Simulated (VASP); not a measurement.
Zn12S11O (a cell with a defect) (Wurtzite-4H): single point with PBE

Crystal: Zn12S11O (a cell with a defect) (Wurtzite-4H).

```
CELL_PARAMETERS angstrom
5.73405 3.31056 0.00000
-5.73405 3.31056 0.00000
0.00000 0.00000 12.52000
ATOMIC_POSITIONS crystal
Zn 0.00402 0.00402 0.00285
Zn 0.33333 0.66265 0.00285
Zn 0.66265 0.33333 0.00285
Zn 0.03442 0.03442 0.49168
Zn 0.33333 0.63224 0.49168
Zn 0.63224 0.33333 0.49168
Zn 0.33333 0.33333 0.27162
Zn 0.66667 0.00000 0.25160
Zn 0.00000 0.66667 0.25160
Zn 0.33333 0.99788 0.74757
Zn 0.66879 0.66879 0.74757
Zn 0.99788 0.33333 0.74757
S 0.00647 0.00647 0.19231
S 0.33333 0.66020 0.19231
S 0.66020 0.33333 0.19231
S 0.00482 0.00482 0.68164
S 0.33333 0.66185 0.68164
S 0.66185 0.33333 0.68164
S 0.66667 0.00000 0.43882
S 0.00000 0.66667 0.43882
S 0.33333 0.99700 0.93734
S 0.66967 0.66967 0.93734
S 0.99700 0.33333 0.93734
O 0.33333 0.33333 0.43740
```

| Property | Result |
| --- | --- |
| Program | VASP 6.6.1 |
| Task | single point |
| Functional | PBE |
| Potentials or basis | VASP PAW PBE potentials, release 64 (Zn, S, O) |
| Cutoff | 520 eV |
| k mesh | 3 × 3 × 2 |
| Occupations | fermi-dirac, width 0.01 eV |
| Spin | no spin polarisation |
| Dipole correction | no |
| Further INCAR settings | LREAL = Auto; ALGO = Fast; EDIFF = 1e-06; NBANDS = 126 |

- Pressure: -1.2 GPa
- Largest force: 0.029 eV/Å
- Band gap on the k mesh: 1.46 eV, direct

Forces on the atoms (eV/Å):
```
Zn   0.000  0.000  0.000
Zn   0.000  0.000  0.000
Zn   0.000  0.000  0.000
Zn   0.000 -0.019  0.005
Zn  -0.017  0.010  0.005
Zn   0.017  0.010  0.005
Zn   0.000  0.000 -0.029
Zn   0.000  0.000  0.001
Zn   0.000  0.000  0.001
Zn   0.000  0.000 -0.001
Zn   0.000  0.000 -0.001
Zn   0.000  0.000 -0.001
S    0.000  0.002 -0.003
S    0.002 -0.001 -0.003
S   -0.002 -0.001 -0.003
S    0.000  0.000 -0.003
S    0.000  0.000 -0.003
S    0.000  0.000 -0.003
S    0.000  0.000  0.009
S    0.000  0.000  0.009
S    0.001  0.000  0.000
S    0.000  0.001  0.000
S   -0.001  0.000  0.000
O    0.000  0.000  0.011
```

Stress tensor (GPa, compression positive):
```
-1.10  0.00  0.00
 0.00 -1.10  0.00
 0.00  0.00 -1.33
```

Levels at points of the mesh, in eV from the valence-band top:
```
           k point  band 105  band 106  band 107  band 108  band 109  band 110  band 111  band 112
(0.00, 0.00, 0.00)     -0.34     -0.10      0.00      0.00      1.46      3.01      3.40      3.55
(0.00, 0.00, 0.50)     -0.22     -0.22     -0.06     -0.06      2.03      2.86      3.32      3.45
```

Wall time 9.1 min on 1 thread of Intel(R) Xeon(R) Platinum 8559C (Emerald Rapids), with other jobs on the host, peak memory 0.65 GiB.

PBE gaps usually lie below the measured ones, often by a third to a half.
